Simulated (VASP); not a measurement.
VASP runs on CuN (space group P-6m2) share one base input (PBE GGA, plane waves, VASP's PBE PAW potentials (set 64)) and change the settings named in each case.

INCAR:
```
SYSTEM = CuN
PREC = Accurate; ENCUT = 400; LREAL = .FALSE.
LASPH = .TRUE.
EDIFF = 1E-6; NELM = 100; ALGO = Normal
LMAXMIX = 4
ISMEAR = -1; SIGMA = 0.05
GGA = PE
ISIF = 2
LWAVE = .FALSE.; LCHARG = .FALSE.
```

**KPOINTS**
```
Automatic
0
gamma
14 14 13
```

**POSCAR**
```
CuN
1
    2.6083130000     0.0000000000     0.0000000000
   -1.3041570000     2.2588650000     0.0000000000
    0.0000000000     0.0000000000     2.5455840000
Cu N
1 1
Direct
  0.0000000000   0.0000000000   0.0000000000
  0.6666670000   0.3333330000   0.5000000000
```

POTCAR, in this order: Cu N (PBE.64 set). Program: vasp_std.

```tsv
change	E(σ→0) (eV/atom)	pressure (GPa)	−TS (eV)
base run	-4.5255	64.75	-0.0110
GGA removed, POTCAR Cu N (LDA.64 set)	-5.6839	43.28	-0.0109
KPOINTS 7×7×6 Γ-centred mesh	-4.5205	64.48	-0.0135
LDAU = .TRUE., LDAUJ = 0 0, LDAUL = 2 -1, LDAUTYPE = 2, LDAUU = 1.0 0	-4.3464	…	-0.0110
```

### Question
What belongs in the gaps?

### Answer

- LDAU = .TRUE., LDAUJ = 0 0, LDAUL = 2 -1, LDAUTYPE = 2, LDAUU = 1.0 0, pressure (GPa): 62.26

Energies of different potentials or functionals have different zeros.  At 400 eV the pressure can carry a Pulay error.

Left out are runs that ran out of time, are held back, or changed the cell or the kind of run, fixed moments of cells without a moment, rows past the twelfth, gaps on odd meshes, pressures of charged cells and columns that move by less than the noise.

The structure was generated: CuN was put into an ordered model structure, which need not be its known phase. The cell was not relaxed at this level.
